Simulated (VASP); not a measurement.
These are PBEsol GGA, VASP's PBE PAW potentials (set 64) (plane waves; VASP) values and carry that method's errors.

VASP input:

### INCAR
```
SYSTEM = PbTe
PREC = Accurate
ENCUT = 520
EDIFF = 1E-7
NELM = 100
ALGO = Normal
LREAL = .FALSE.
LASPH = .TRUE.
ISMEAR = 0
SIGMA = 0.05
GGA = PS
LMAXMIX = 4
LWAVE = .FALSE.
LCHARG = .FALSE.
ISIF = 2
```

File KPOINTS:
```
Automatic mesh
0
Gamma
7 7 7
0 0 0
```

**POSCAR**
```
PbTe
3.1879580
  0.0000000000   0.9999998950   0.9999998950
  0.9999998950   0.0000000000   0.9999998950
  0.9999998950   0.9999998950   0.0000000000
Te Pb
1 1
Direct
  0.5000000000   0.5000000000   0.5000000000
  0.0000000000   0.0000000000   0.0000000000
```

POTCAR, in this order: Te Pb_d (PBE.64 set). Program: vasp_std.

Q: What does the run give for the energy per atom (σ→0), pressure?

A: 
```
Property                       Result
---------------------  --------------
energy per atom (σ→0)  -4.126 eV/atom
pressure                    14.7 kbar
```

OSZICAR:
```
...
DAV:   8    -0.825138738781E+01   -0.73263E-04   -0.82388E-03   668   0.108E+00    0.139E-01
DAV:   9    -0.825137639691E+01    0.10991E-04   -0.85830E-04   786   0.347E-01    0.366E-02
DAV:  10    -0.825137328491E+01    0.31120E-05   -0.76531E-05   664   0.909E-02    0.224E-02
DAV:  11    -0.825137516627E+01   -0.18814E-05   -0.26240E-05   700   0.455E-02    0.167E-02
DAV:  12    -0.825137505338E+01    0.11288E-06   -0.19463E-06   638   0.934E-03    0.990E-03
DAV:  13    -0.825137482270E+01    0.23069E-06   -0.15642E-07   556   0.309E-03    0.482E-03
DAV:  14    -0.825137484967E+01   -0.26978E-07   -0.40168E-07   520   0.693E-03
   1 F= -.82513748E+01 E0= -.82513748E+01  d E =-.245654E-17
```

The compound is PbTe in the rock salt structure. This cell is one point of a volume scan, at 0.97 of the reference volume.
